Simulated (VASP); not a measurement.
Here is a VASP 6.6.1 calculation.

The input INCAR:

```
SYSTEM = CrO3F3
PREC = Accurate
ENCUT = 520
EDIFF = 1E-7
ISMEAR = -1
SIGMA = 0.05
LREAL = .False.
LASPH = .True.
NELM = 150
ALGO = Normal
ISIF = 2
LWAVE = .False.
LCHARG = .True.
ISPIN = 2
MAGMOM = 3 0 0 0 0 0 0
LORBIT = 11
LMAXMIX = 4
GGA = PE
LELF = .True.
LVHAR = .True.
NBANDS = 38
```

The input KPOINTS:

```
Automatic mesh
0
Gamma
  6 6 6
  0 0 0
```

File POSCAR:

```
CrO3F3
1.0
    4.9840552895      0.0000000000      0.0000000000
   -1.2090520374      5.2473542438      0.0000000000
   -1.4695812923     -2.9120908293      4.5080818127
Cr F O
1 3 3
Direct
    0.1103490000      0.0522590000      0.0115060000
    0.4173010000      0.2205320000      0.3544990000
    0.2756720000      0.1794700000      0.8256060000
    0.8814730000      0.2358510000      0.1344350000
    0.0079190000      0.7026790000      0.8850620000
    0.6217190000      0.8315410000      0.5005940000
    0.6855670000      0.7776680000      0.2882970000
```

Potentials or basis: VASP PAW PBE potentials, release 64 (Cr_pv, F, O).

Launch:

```console
$ cat potpaw_PBE.64/Cr_pv/POTCAR potpaw_PBE.64/F/POTCAR potpaw_PBE.64/O/POTCAR > POTCAR
$ mpirun -np 1 vasp_std > vasp.out
```

Q: Estimate the band gap on the k mesh.

A: 0.62 eV, indirect (least direct gap 0.65 eV).

Q: Predict the site moments.

A: Cr +0.98; F +0.06, +0.03; O -0.09, +0.75, +0.83 μB.

Stress tensor (GPa, compression positive):
```
 0.29  0.35  0.29
 0.35 -0.64 -0.20
 0.29 -0.20 -0.06
```

Caveat: the standard files for N, O and F lose accuracy on very short bonds; a cell with one magnetic atom can't hold antiferromagnetic order, which such compounds often take. A k mesh can miss the band edges.
